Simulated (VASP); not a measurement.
A run of VASP 6.6.1:

Contents of INCAR:

```
  ALGO = Fast
  EDIFF = 1E-6
  EDIFFG = -0.01
  ENCUT = 600
  GGA = PE
  IBRION = 2
  ISIF = 3
  ISMEAR = 0
  LASPH = True
  LCHARG = False
  LREAL = False
  LWAVE = False
  NELM = 100
  NSW = 100
  PREC = Accurate
  SIGMA = 0.1
```

KPOINTS

```
k-points
0
Gamma
  10 10 10
```

POSCAR

```
Si6C
1.0
    0.0000000000      3.6630850864      3.6630850864
    3.6630850864      0.0000000000      3.6630850864
    3.6630850864      3.6630850864      0.0000000000
Si C
6 1
Direct
    0.5000000000      0.5000000000      0.0000000000
    0.5000000000      0.0000000000      0.5000000000
    0.0000000000      0.0000000000      0.5000000000
    0.0000000000      0.5000000000      0.0000000000
    0.0000000000      0.5000000000      0.5000000000
    0.5000000000      0.0000000000      0.0000000000
    0.0000000000      0.0000000000      0.0000000000
```

Potentials or basis: VASP PAW PBE potentials, release 64 (Si, C).

Command:

```sh
$ cat potpaw_PBE.64/Si/POTCAR potpaw_PBE.64/C/POTCAR > POTCAR
$ mpirun -np 1 vasp_std > vasp.out
```

Hardware: 1 thread of Intel(R) Xeon(R) Platinum 8375C CPU @ 2.90GHz (Ice Lake) (shared host).

Q: Estimate the wall time of this run.

A: Run time: 3.4 min on 1 thread of Intel(R) Xeon(R) Platinum 8375C CPU @ 2.90GHz (Ice Lake), on a shared host, peak memory 0.3 GiB. Counts: scf iterations 23, k points 47, ion steps 2.
